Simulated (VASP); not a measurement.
Input:

```xyz
2
Lattice="0.0000 2.0094 2.0094 2.0094 0.0000 2.0094 2.0094 2.0094 0.0000" Properties=species:S:1:pos:R:3 pbc="T T T"
Li     0.0000     0.0000     0.0000
F      2.0094     2.0094     2.0094
```

Method: r2SCAN meta-GGA, VASP's PBE PAW potentials (set 64) (plane waves; VASP 6.6.1). Run with 520 eV cut-off, 11×11×11 Γ-centred mesh, Gaussian smearing of 0.050 eV, potentials Li_sv F.

Give the stress tensor in GPa (positive for a compressed cell).

```
-2.54   0.00   0.00
 0.00  -2.54   0.00
 0.00   0.00  -2.54
```
The pressure is its mean diagonal, -2.54 GPa.

The compound is LiF in the rock salt structure. This cell is one point of a volume scan, at 1.03 of the reference volume.
